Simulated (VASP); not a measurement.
## WF: band structure with revPBE

The system is WF.

```
CELL_PARAMETERS angstrom
1.36589 0.78860 5.06960
-1.36589 0.78860 5.06960
0.00000 -1.57719 5.06960
ATOMIC_POSITIONS crystal
W 0.81412 0.81412 0.81412
F 0.93712 0.93712 0.93712
```

The cell was built by a generator and needn't be a form met in nature.

```
Program                : VASP 6.6.1
Task                   : band structure
Functional             : revPBE
Potentials or basis    : VASP PAW PBE potentials, release 64 (W_sv, F)
Cutoff                 : 520 eV
k mesh                 : 11 × 11 × 11
Occupations            : fermi-dirac, width 0.05 eV
Spin                   : no spin polarisation
Further INCAR settings : ALGO = Normal; EDIFF = 1e-06; NBANDS = 18
```

* Band gap along the path: none (metal or under the smearing width)

Levels at the corners of the path, in eV from the Fermi level:
```csv
point,band 8,band 9,band 10,band 11,band 12,band 13
Γ,-4.03,-4.03,-0.24,-0.18,-0.18,3.66
L,-4.63,-4.53,-1.62,2.59,3.33,3.97
L,-4.63,-4.53,-1.62,2.59,3.33,3.97
B1,-5.77,-1.32,-0.90,-0.06,0.07,4.07
B,-5.77,-1.32,-0.90,-0.06,0.07,4.07
Z,-4.02,-4.02,-0.18,-0.18,0.97,3.63
Z,-4.02,-4.02,-0.18,-0.18,0.97,3.63
Γ,-4.03,-4.03,-0.24,-0.18,-0.18,3.66
Γ,-4.03,-4.03,-0.24,-0.18,-0.18,3.66
X,-5.83,-1.21,-0.94,-0.03,-0.02,4.04
Q,-5.83,-1.21,-0.94,-0.03,-0.02,4.04
F,-4.63,-4.50,-1.38,2.48,3.48,4.15
F,-4.63,-4.50,-1.38,2.48,3.48,4.15
P1,-4.62,-4.51,-1.43,2.51,3.52,3.93
P1,-4.62,-4.51,-1.43,2.51,3.52,3.93
Z,-4.02,-4.02,-0.18,-0.18,0.97,3.63
L,-4.63,-4.53,-1.62,2.59,3.33,3.97
P,-4.62,-4.51,-1.43,2.51,3.52,3.93
```

Run time: 2.2 min on 1 thread of Intel(R) Xeon(R) 6975P-C (Granite Rapids), with other jobs on the host, peak memory 0.29 GiB.

Caveat: the log is that of the step along the path at fixed density, whose energy, stress, charges and moments have no meaning; spin-orbit coupling is left out, which moves the levels of the heavy elements; an odd number of electrons without spin polarisation forces a metal; a magnetic or distorted state may lie lower.
